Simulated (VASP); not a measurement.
# CsSi2 (P-6m2) in VASP: a series of runs

One crystal, CsSi2, is run at these levels: AM05, PW91, optB88-vdW; tasks: relaxation of cell and atoms.

Everything below comes from runs of VASP 6.6.1. Logs are shortened: lines on timing, memory, paths and dates and some standing lists are left out, and cuts for length are marked.

## Step 1: Starting point

The structure is hexagonal, space group P-6m2 (No. 187). Conventional cell: a = 6.372 Å, b = 6.372 Å, c = 4.479 Å, α = 90.00°, β = 90.00°, γ = 120.00°. Cs (site symmetry -6m2) is surrounded by 6 Si at 3.85 Å. Si (site symmetry 3m) has 2 Si at 2.24 Å as nearest neighbours.

The cell was built by a generator and needn't be a form met in nature.

## Step 2: Relaxation of cell and atoms, AM05

INCAR

```
SYSTEM = CsSi2
PREC     = Accurate       ! precision mode
ENCUT    = 600            ! plane-wave cutoff, eV
EDIFF    = 1E-6           ! SCF threshold, eV
ISMEAR   = -1             ! smearing method
SIGMA    = 0.05           ! smearing width, eV
LREAL    = .FALSE.        ! projectors in reciprocal space
LASPH    = .TRUE.         ! aspherical terms in the spheres
NELM     = 100            ! most SCF steps
ALGO     = Fast           ! electronic algorithm
ISIF     = 3              ! what is computed and relaxed
LWAVE    = .FALSE.        ! write WAVECAR
LCHARG   = .FALSE.        ! write CHGCAR
GGA      = AM             ! functional
IBRION   = 2              ! ionic algorithm
NSW      = 40             ! ionic steps
EDIFFG   = -0.005         ! ionic threshold
```

KPOINTS

```
regular mesh
0
G
  5 5 6
  0 0 0
```

POSCAR

```
CsSi2
1.0
    6.3715700000      0.0000000000      0.0000000000
   -3.1857800000      5.5179400000      0.0000000000
    0.0000000000      0.0000000000      4.4786600000
Cs Si
1 2
Direct
    0.0000000000      0.0000000000      0.0000000000
    0.6666700000      0.3333300000      0.2503900000
    0.6666700000      0.3333300000      0.7496100000
```

Potentials or basis: VASP PAW PBE potentials, release 64 (Cs_sv, Si).

Run with:

```
$ cat potpaw_PBE.64/Cs_sv/POTCAR potpaw_PBE.64/Si/POTCAR > POTCAR
$ mpirun -np 1 vasp_std > vasp.out
```

OUTCAR:

```text
SYSTEM = CsSi2
   PREC = Accurate
   ENCUT = 600
   EDIFF = 1E-6
   ISMEAR = -1
   LREAL = .FALSE.
   LASPH = .TRUE.
   NELM = 100
   ISIF = 3
   GGA = AM
   IBRION = 2
   NSW = 40
   EDIFFG = -0.005

 ion  position               nearest neighbor table
   1  0.000  0.000  0.000-
   2  0.667  0.333  0.250-   3 2.24   3 2.24
   3  0.667  0.333  0.750-   2 2.24   2 2.24

  LATTYP: Found a hexagonal cell.
 ALAT       =     6.3715700000
 C/A-ratio  =     0.7029130968

  Lattice vectors:

 A1 = (   6.3715700000,   0.0000000000,   0.0000000000)
 A2 = (  -3.1857800000,   5.5179400000,   0.0000000000)
 A3 = (   0.0000000000,   0.0000000000,   4.4786600000)

Analysis of symmetry for initial positions (statically):
=====================================================================
 Subroutine PRICEL returns:
 Original cell was already a primitive cell.

 Routine SETGRP: Setting up the symmetry group for a
 hexagonal supercell.

 Subroutine GETGRP returns: Found  4 space group operations
 (whereof  4 operations were pure point group operations)
 out of a pool of 24 trial point group operations.

The static configuration has the point symmetry C_2v.

Analysis of symmetry for dynamics (positions and initial velocities):
=====================================================================
 Subroutine PRICEL returns:
 Original cell was already a primitive cell.

 Routine SETGRP: Setting up the symmetry group for a
 hexagonal supercell.

 Subroutine GETGRP returns: Found  4 space group operations
 (whereof  4 operations were pure point group operations)
 out of a pool of 24 trial point group operations.

The dynamic configuration has the point symmetry C_2v.

 Subroutine INISYM returns: Found  4 space group operations
 (whereof  4 operations are pure point group operations),
 and found     1 'primitive' translations

----------------------------------------------------------------------------------------

                                     Primitive cell

  volume of cell :     157.4605

  direct lattice vectors                    reciprocal lattice vectors
     6.371570000  0.000000000  0.000000000     0.156947189  0.090613384  0.000000000
    -3.185780000  5.517940000  0.000000000     0.000000000  0.181227052  0.000000000
     0.000000000  0.000000000  4.478660000     0.000000000  0.000000000  0.223281071
[... 121 lines left out ...]
  volume of cell :      157.46
 maximum number of plane-waves:      5276
 NGX is ok and might be reduce to    54
   NGX = 25   NGY = 25   NGZ = 17

--------------------------------------- Ionic step        1  -------------------------------------------

 number of electron      16.9999999 magnetization

 Free energy of the ion-electron system (eV)
  ---------------------------------------------------
  ext. energy  EPLUGINS =         0.00000000
  ---------------------------------------------------
  free energy    TOTEN  =       -10.04428541 eV

  energy without entropy =      -10.01611593  energy(sigma->0) =      -10.03020067

------------------------ aborting loop because EDIFF is reached ----------------------------------------

  FORCE on cell =-STRESS in cart. coord.  units (eV):
  Direction    XX          YY          ZZ          XY          YZ          ZX
  --------------------------------------------------------------------------------------
  -------------------------------------------------------------------------------------
  Total       -0.1276852     -0.1277511     -2.5098292     -0.0000573      0.0000000      0.0000000
  in kB       -1.2992105     -1.2998818    -25.5377845     -0.0005831      0.0000000      0.0000000
  external PRESSURE =      -9.3789589 kB  Pullay stress =       0.0000000 kB
[... 92 lines left out ...]
  FREE ENERGIE OF THE ION-ELECTRON SYSTEM (eV)
  ---------------------------------------------------
  free  energy   TOTEN  =       -10.0939734587 eV

  energy  without entropy=      -10.0924862410  energy(sigma->0) =      -10.09322985

[... ionic steps 4 to 12 ...]

--------------------------------------- Ionic step       13  -------------------------------------------

 number of electron      16.9999999 magnetization

------------------------ aborting loop because EDIFF is reached ----------------------------------------
[... 69 lines left out ...]
--------------------------------------- Ionic step       15  -------------------------------------------

 number of electron      16.9999999 magnetization

 Free energy of the ion-electron system (eV)
  ---------------------------------------------------
  ext. energy  EPLUGINS =         0.00000000
  ---------------------------------------------------
  free energy    TOTEN  =       -10.09558598 eV

  energy without entropy =      -10.09420353  energy(sigma->0) =      -10.09489476

 E-fermi :   0.8337     XC(G=0):  -6.2403

 val. band max:        0.6181263514   @ k =   0.4000   0.4000   0.5000
 cond. band min:       1.1060061715   @ k =   0.4000   0.4000   0.1667
 fundamental gap:      0.4878798200
 Fermi energy:         0.8336770478

 k-point     1 :       0.0000    0.0000    0.0000
  band No.  band energies     occupation
      1     -21.6405      2.00000
      2      -9.0263      2.00000
      3      -8.4232      2.00000
      4      -8.4231      2.00000
      5      -8.2841      2.00000
      6      -2.9531      2.00000
      7      -1.2910      2.00000
      8      -1.2910      2.00000
      9      -0.3027      2.00000
     10       2.2645      0.00000
     11       4.2126      0.00000
     12       4.9289      0.00000
[... 331 lines left out ...]
 k-point    24 :       0.2000    0.2000    0.3333
  band No.  band energies     occupation
      1     -21.6116      2.00000
      2      -8.7370      2.00000
      3      -8.6398      2.00000
      4      -8.3824      2.00000
      5      -7.8519      2.00000
      6      -5.7522      2.00000
      7      -0.6520      2.00000
      8      -0.4818      2.00000
      9       1.6585      0.00000
     10       1.7449      0.00000
     11       3.3713      0.00000
     12       4.1867      0.00000

 [... further k-points ...]

------------------------ aborting loop because EDIFF is reached ----------------------------------------

  FORCE on cell =-STRESS in cart. coord.  units (eV):
  Direction    XX          YY          ZZ          XY          YZ          ZX
  --------------------------------------------------------------------------------------
  -------------------------------------------------------------------------------------
  Total       -0.0019009     -0.0019167      0.0044076     -0.0000137      0.0000000      0.0000000
  in kB       -0.0201161     -0.0202833      0.0466430     -0.0001448      0.0000000      0.0000000
  external PRESSURE =       0.0020812 kB  Pullay stress =       0.0000000 kB
[... 18 lines left out ...]
  FREE ENERGIE OF THE ION-ELECTRON SYSTEM (eV)
  ---------------------------------------------------
  free  energy   TOTEN  =       -10.0955859850 eV

  energy  without entropy=      -10.0942035327  energy(sigma->0) =      -10.09489476

 reached required accuracy - stopping structural energy minimisation
```

Run time: 5.5 min. Hardware: 1 thread of Intel Xeon 6975P-C (Granite Rapids), shared host; peak memory 0.39 GiB.

Results:

| Property | Result |
| --- | --- |
| Free energy | -10.0956 eV |
| Relaxed volume | 50.47 Å³/atom |
| Relaxed cell | a = 6.342 Å, b = 6.341 Å, c = 4.347 Å, α = 90.00°, β = 90.00°, γ = 120.00° |
| Space group after relaxing (to 0.05 Å) | P-6m2 (No. 187) |
| Energy gained by relaxing | 17.1 meV/atom |
| Ionic steps | 15 |
| Pressure after relaxing | 0.0 GPa |
| Band gap on the k mesh | none (metal or under the smearing width) |

The path:
| step | energy change (eV) | largest force (eV/Å) | pressure (GPa) | volume (Å³) |
| --- | --- | --- | --- | --- |
| 1 | 0.0000 | 0.1097 | -0.94 | 157.46 |
| 2 | -0.0381 | 0.3557 | 0.60 | 150.49 |
| 3 | -0.0497 | 0.2505 | -0.02 | 152.34 |
| 4 | -0.0497 | 0.2356 | -0.11 | 152.61 |
| 5 | -0.0498 | 0.2420 | -0.07 | 152.50 |
| 6 | -0.0494 | 0.2532 | 0.10 | 151.65 |
| 7 | -0.0511 | 0.0124 | 0.01 | 152.10 |
| 8 | -0.0511 | 0.0231 | -0.08 | 152.13 |
| 9 | -0.0512 | 0.0085 | -0.04 | 152.11 |
| 10 | -0.0512 | 0.0020 | -0.03 | 151.88 |
| 11 | -0.0513 | 0.0170 | 0.01 | 151.19 |
| 12 | -0.0513 | 0.0112 | 0.00 | 151.39 |
| 13 | -0.0513 | 0.0099 | -0.01 | 151.44 |
| 14 | -0.0513 | 0.0123 | 0.01 | 151.35 |
| 15 | -0.0513 | 0.0001 | 0.00 | 151.40 |

Final structure:
```yaml
crystal:
  lattice:
    - [6.34150, -0.00002, 0.00000]
    - [-3.17076, 5.49189, 0.00000]
    - [0.00000, 0.00000, 4.34728]
  atoms:
    - { symbol: Cs, position: [0.00000, 0.00000, 0.00000] }
    - { symbol: Si, position: [0.66667, 0.33333, 0.25001] }
    - { symbol: Si, position: [0.66667, 0.33333, 0.74999] }
```

Levels at points of the mesh, in eV from the Fermi level:
| k point | band 5 | band 6 | band 7 | band 8 | band 9 | band 10 | band 11 | band 12 |
| --- | --- | --- | --- | --- | --- | --- | --- | --- |
| (0.00, 0.00, 0.00) | -9.12 | -3.79 | -2.12 | -2.12 | -1.14 | 1.43 | 3.38 | 4.10 |
| (0.00, 0.00, 0.50) | -8.05 | -7.91 | -0.45 | -0.45 | -0.38 | -0.38 | 3.26 | 3.60 |

Caveat: the PAW data sets were made with another functional, which shifts forces and pressure a little. Spin-orbit coupling is left out, which matters for the levels of Cs.

(Continued in part 2 of 2.)
